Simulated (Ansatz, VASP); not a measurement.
# One calculation of Rb3LuBe2, two programs

```
Rb Lu Be
1.0
     5.34462    0.00000    0.00000
     0.00000    5.34462    0.00000
     0.00000    0.00000    8.57029
Rb Lu Be
3 1 2
Direct
  0.50000 0.50000 0.00000
  0.00000 0.50000 0.37425
  0.50000 0.00000 0.62575
  0.00000 0.00000 0.00000
  0.00000 0.50000 0.82036
  0.50000 0.00000 0.17964
```

Change from the starting cell: species swapped into the Hf2CuSb3 type (P-4m2, No. 115).

Alike in both runs: functional PBE; k mesh 4 × 4 × 2; occupations gaussian, width 0.1 eV; no spin polarisation.

Ansatz relaxed the structure, and its values are those at the end. VASP's run is a single point on that final structure, the one shown.

```csv
,VASP,Ansatz
version,VASP 6.6.1,Ansatz 0.2.0
potentials or method,"VASP PAW PBE potentials, release 64 (Rb_sv, Lu, Be)","scalar-relativistic, plane waves, PAW"
plane-wave cutoff (eV),520,420
valence electrons in the cell,56,56
```

```tsv
	VASP	Ansatz	Ansatz less VASP
gap on the k mesh at the Fermi level (eV)	none	none	-
pressure (GPa)	0.1	0.1	-0.02
rms of the force components (eV/Å)	0.008	0.009	+0.0013
```

A gap of «none» marks a metal or a gap that the smearing closes. The functional is the same, so the differences come from potentials, cutoffs and numerics.

Caveats: the k mesh is coarse (spacing up to 0.37 Å⁻¹), so the values aren't converged. The runs have no spin-orbit coupling, so splittings on Lu are missing.
